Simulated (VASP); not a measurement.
Energy against volume of MgS (rock salt). Computed with HSE06 screened hybrid, VASP's PBE PAW potentials (set 64) (plane waves; VASP 6.6.1).

| V (Å³/atom) | E (eV/atom) |
|---|---|
| 16.205 | -4.92818 |
| 16.739 | -4.94588 |
| 17.274 | -4.95336 |
| 17.808 | -4.95211 |
| 18.342 | -4.94340 |

**Question.** Fit a third-order Birch-Murnaghan equation of state.

**Answer.** 
| Property | Result |
|---|---|
| volume per atom | 17.46 Å³/atom |
| bulk modulus | 80.9 GPa |
| pressure derivative of the bulk modulus | 4.11 |
| lattice constant a | 9.804 bohr |

Measured: bulk modulus 81.0 GPa at 0 K (computed value off by -0.1 %), a 5.188 Å at 0 K (computed value off by +0.0 %), as given by Tamar Goldzak et al., The Journal of Chemical Physics (2022), arXiv:2208.04865 [corrected for zero-point motion].

The compound is MgS in the rock salt structure. It was relaxed first. The cell's shape comes from a PBE relaxation.
